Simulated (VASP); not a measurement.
Data:

```
Be3CdTe4
1.0
   -0.02516     5.83295     5.88128
    5.83295    -0.02516     5.88128
    2.90389     2.90389     0.00000
Cd Te Be
1 4 3
Direct
  0.99665   0.99665   0.00670
  0.14678   0.14678   0.20645
  0.13467   0.59643   0.26891
  0.59643   0.13467   0.26891
  0.62482   0.62482   0.25035
  0.00015   0.50094   0.99891
  0.50094   0.00015   0.99891
  0.49957   0.49957   0.00086
```

All values below come from PBEsol GGA, VASP's PBE PAW potentials (set 64) (plane waves; VASP). Run with 400 eV cut-off, 4×4×7 Γ-centred mesh, tetrahedra with Blöchl corrections, potentials Cd Te Be.

The cores are frozen, which limits the accuracy of field gradients.

Give the principal components of the electric field gradient (V/Å²) and the asymmetry η at each nucleus.

| atom | Vxx | Vyy | Vzz | η |
|---|---|---|---|---|
| Cd1 | 23.8 | 0.2 | -24.0 | 0.98 |
| Te2 | 44.2 | 30.1 | -74.4 | 0.19 |
| Te3 | 21.2 | 12.9 | -34.0 | 0.24 |
| Te4 | 21.2 | 12.9 | -34.0 | 0.24 |
| Te5 | 8.3 | 5.3 | -13.6 | 0.22 |
| Be6 | -0.5 | -0.3 | 0.9 | 0.21 |
| Be7 | -0.5 | -0.3 | 0.9 | 0.21 |
| Be8 | 0.4 | 0.3 | -0.8 | 0.07 |

The structure was generated: Be3CdTe4 was put into an ordered model structure (Amm2), which need not be its known phase. It was relaxed first.
